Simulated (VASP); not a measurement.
Computed with PBE GGA with D3 dispersion (Becke-Johnson damping), VASP's PBE PAW potentials (set 64) (plane waves; VASP).

VASP input:

KPOINTS:
```
K-points
0
G
 14 14 8
```

**INCAR**
```
SYSTEM=Ti
PREC=Accurate; ENCUT=520; LREAL=.FALSE.
LASPH=.TRUE.
EDIFF=1E-7; NELM=100; ALGO=Normal
LMAXMIX=4
ISMEAR=1; SIGMA=0.1
GGA=PE; IVDW=12
IBRION=2; NSW=30; ISIF=4
EDIFFG=-0.01
LWAVE=.FALSE.; LCHARG=.FALSE.
```

### POSCAR
```
Ti
1
    1.4414469952    -2.4966594869     0.0000000000
    1.4414469952     2.4966594869     0.0000000000
    0.0000000000     0.0000000000     4.5751589847
Ti
2
Direct
  0.3333330000   0.6666670000   0.2500000000
  0.6666670000   0.3333330000   0.7500000000
```

POTCAR, in this order: Ti_sv (PBE.64 set). Program: vasp_std.

**Question.** What does the run give for the energy per atom (σ→0), dispersion energy, band gap (on the k-mesh)?

**Answer.** 
```yaml
energy per atom (σ→0): -8.456 eV/atom
dispersion_energy: -1.272 eV
band gap (on the k-mesh): none (metal, semimetal or under 0.01 eV)
```

OSZICAR:
```
...
       N       E                     dE             d eps       ncg     rms          rms(c)
DAV:   1    -0.156388585774E+02   -0.96500E-04   -0.55576E-03  4040   0.108E+00    0.689E-02
DAV:   2    -0.156388022975E+02    0.56280E-04   -0.31594E-04  3872   0.225E-01    0.364E-02
DAV:   3    -0.156387769157E+02    0.25382E-04   -0.94288E-05  5624   0.105E-01    0.426E-03
DAV:   4    -0.156387770098E+02   -0.94071E-07   -0.77184E-06  4504   0.409E-02    0.215E-03
DAV:   5    -0.156387771518E+02   -0.14206E-06   -0.24461E-07  3864   0.612E-03    0.320E-04
DAV:   6    -0.156387771713E+02   -0.19442E-07   -0.40248E-08  2144   0.334E-03
   2 F= -.16910997E+02 E0= -.16911739E+02  d E =-.170192E-04
```

The compound is Ti in the hcp structure. This run relaxes it. Symmetry was kept, so distortions that lower it aren't found.
